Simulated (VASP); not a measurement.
Method: PBEsol GGA, VASP's PBE PAW potentials (set 64) (plane waves; VASP).

The input files of a VASP run:

**KPOINTS**
```
K-points
0
gamma
  8 8 8
0 0 0
```

### POSCAR
```
Nb3ZrC4
1.0
  4.4989391992   0.0000000000   0.0000000000
  0.0000000000   4.4989391992   0.0000000000
  0.0000000000   0.0000000000   4.4989391992
Zr C Nb
1 4 3
Cartesian
  0.0000000000   0.0000000000   0.0000000000
  2.2494695996   2.2494695996   2.2494695996
  0.0000000000   0.0000000000   2.2494695996
  0.0000000000   2.2494695996   0.0000000000
  2.2494695996   0.0000000000   0.0000000000
  2.2494695996   2.2494695996   0.0000000000
  2.2494695996   0.0000000000   2.2494695996
  0.0000000000   2.2494695996   2.2494695996
```

### INCAR
```
SYSTEM = Nb3ZrC4
PREC = Accurate
ENCUT = 520
EDIFF = 1E-7
NELM = 100
ALGO = Normal
LREAL = .FALSE.
LASPH = .TRUE.
ISMEAR = -5
GGA = PS
LMAXMIX = 4
LWAVE = .FALSE.
LCHARG = .TRUE.
LORBIT = 11
NEDOS = 601
ISIF = 2
```

POTCAR, in this order: Zr_sv C Nb_sv (PBE.64 set). Program: vasp_std.

Task: What will the output report for the number of irreducible k-points (NKPTS), number of bands (NBANDS), largest plane-wave count, number of space-group operations, FFT grid (NGX, NGY, NGZ)?

Result: 
The number of irreducible k-points (NKPTS) is 35. The number of bands (NBANDS) comes out as 40 and the largest plane-wave count is 2469. The number of space-group operations comes out as 48 and the FFT grid (NGX, NGY, NGZ) is 36 × 36 × 36.

The structure was generated: Nb3ZrC4 was put into an ordered model structure (Pm-3m), which need not be its known phase. It was relaxed first. The electron count is odd and the run is not spin-polarised, which forces a metal.
